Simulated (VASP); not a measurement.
Here is the system:

```yaml
crystal:
  lattice:
    - [2.58263, 0.00000, 0.00000]
    - [0.00000, 2.58263, 0.00000]
    - [0.00000, 0.00000, 2.58263]
  atoms:
    - { symbol: Al, position: [0.00000, 0.00000, 0.00000] }
    - { symbol: N, position: [0.50000, 0.50000, 0.50000] }
```

The numbers are results of r2SCAN meta-GGA, VASP's PBE PAW potentials (set 64) (plane waves; VASP 6.6.1), not measurements. Settings: 520 eV cut-off, 16×16×16 Γ-centred mesh, tetrahedra with Blöchl corrections, potentials Al N.

The job: AlN (relaxed from the CsCl type structure, space group Pm-3m), 2 atoms, r2SCAN, static run, 520 eV, 16×16×16 Γ-centred mesh. Roughly how much core time does it take on a busy server core?

About 4 core-minutes (one run on a shared machine, a rough figure). It had 165 irreducible k-points, 8 bands, up to 480 plane waves and 22 electronic steps.

The structure was generated: AlN was put into the CsCl type type (Pm-3m), which need not be its known phase. It was relaxed first, which changed the volume by +11 %.
